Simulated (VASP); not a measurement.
For cubic BN (zinc blende), LDA (Ceperley-Alder, Perdew-Zunger), VASP's LDA PAW potentials (set 64) in VASP gives ε∞ = 4.57, a static ε₀ = 6.73 and a transverse optical mode at 1067 cm⁻¹.

Q: Estimate the longitudinal optical frequency at Γ.

A: By the Lyddane-Sachs-Teller relation, ω_LO = ω_TO √(ε₀/ε∞) = 1067 × √(6.73/4.57) = 1295 cm⁻¹.

Measured: ε∞ 4.50 (computed value off by +1.5 %), as given by Jonathan H. Skone et al., Physical Review B (2014), arXiv:1501.03184.

The compound is BN in the zinc blende structure. It was relaxed first.
